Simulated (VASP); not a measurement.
All values below come from PBEsol GGA, VASP's PBE PAW potentials (set 64) (plane waves; VASP).

VASP ran on this input.

File POSCAR:
```
PbTe
1
    0.0000000000     3.1261213892     3.1261213892
    3.1261213892    -0.0000000000     3.1261213892
    3.1261213892     3.1261213892     0.0000000000
Te Pb
1 1
Direct
  0.5000000000   0.5000000000   0.5000000000
  0.0000000000   0.0000000000   0.0000000000
```

File KPOINTS:
```
Automatic mesh
0
Gamma
8 8 8
0 0 0
```

**INCAR**
```
ALGO = Normal
EDIFF = 1E-7
EDIFFG = -0.01
ENCUT = 480
GGA = PS
IBRION = 2
ISIF = 3
ISMEAR = 0
LASPH = .TRUE.
LCHARG = .FALSE.
LMAXMIX = 4
LREAL = .FALSE.
LWAVE = .FALSE.
NELM = 100
NSW = 40
PREC = Accurate
PSTRESS = 50
SIGMA = 0.05
SYSTEM = PbTe
```

POTCAR, in this order: Te Pb_d (PBE.64 set). Program: vasp_std.

The resulting files:

File OSZICAR:
```
       N       E                     dE             d eps       ncg     rms          rms(c)
DAV:   1     0.148885424026E+03    0.14889E+03   -0.90824E+03   812   0.135E+03
DAV:   2     0.268151204013E+01   -0.14620E+03   -0.14354E+03   836   0.335E+02
DAV:   3    -0.799370063532E+01   -0.10675E+02   -0.10467E+02  1100   0.962E+01
DAV:   4    -0.825784026891E+01   -0.26414E+00   -0.26407E+00   992   0.178E+01
DAV:   5    -0.826524762328E+01   -0.74074E-02   -0.74073E-02  1140   0.265E+00    0.434E+00
DAV:   6    -0.818168145093E+01    0.83566E-01   -0.18091E-01  1134   0.421E+00    0.270E+00
DAV:   7    -0.817597775268E+01    0.57037E-02   -0.67305E-02  1080   0.179E+00    0.868E-01
DAV:   8    -0.817568159897E+01    0.29615E-03   -0.83270E-03   974   0.109E+00    0.161E-01
DAV:   9    -0.817570945138E+01   -0.27852E-04   -0.59842E-04  1118   0.315E-01    0.319E-02
DAV:  10    -0.817570822335E+01    0.12280E-05   -0.54490E-05   990   0.814E-02    0.175E-02
DAV:  11    -0.817571000649E+01   -0.17831E-05   -0.24208E-05  1066   0.506E-02    0.189E-02
DAV:  12    -0.817570957127E+01    0.43521E-06   -0.22521E-06   944   0.119E-02    0.111E-02
DAV:  13    -0.817570931374E+01    0.25754E-06   -0.30466E-07   930   0.449E-03    0.521E-03
DAV:  14    -0.817570935495E+01   -0.41208E-07   -0.48172E-07   828   0.816E-03
   1 F= -.62689015E+01 E0= -.62689015E+01  d E =-.626890E+01
```

OUTCAR:
```
------------------------ aborting loop because EDIFF is reached ----------------------------------------
  FORCE on cell =-STRESS in cart. coord.  units (eV):
  Direction    XX          YY          ZZ          XY          YZ          ZX
  --------------------------------------------------------------------------------------
  Total        1.8986096      1.8986096      1.8986096     -0.0000000      0.0000000     -0.0000000
  in kB       49.7850281     49.7850281     49.7850281     -0.0000000      0.0000000     -0.0000000
  external PRESSURE =      -0.2149719 kB  Pullay stress =      50.0000000 kB
  volume of cell :       61.10
      direct lattice vectors                 reciprocal lattice vectors
     0.000000000  3.126121389  3.126121389    -0.159942605  0.159942605  0.159942605
     3.126121389  0.000000000  3.126121389     0.159942605 -0.159942605  0.159942605
     3.126121389  3.126121389  0.000000000     0.159942605  0.159942605 -0.159942605
  FREE ENERGIE OF THE ION-ELECTRON SYSTEM (eV)
  ---------------------------------------------------
  free  energy   TOTEN  =        -8.1757093549 eV

  energy  without entropy=       -8.1757093549  energy(sigma->0) =       -8.17570935
  enthalpy is  TOTEN    =        -6.2689015040 eV   P V=        1.9068078510

 reached required accuracy - stopping structural energy minimisation
```
(Selected blocks of OUTCAR.)

The compound is PbTe in the rock salt structure. It was relaxed first under an external pressure of 5 GPa.
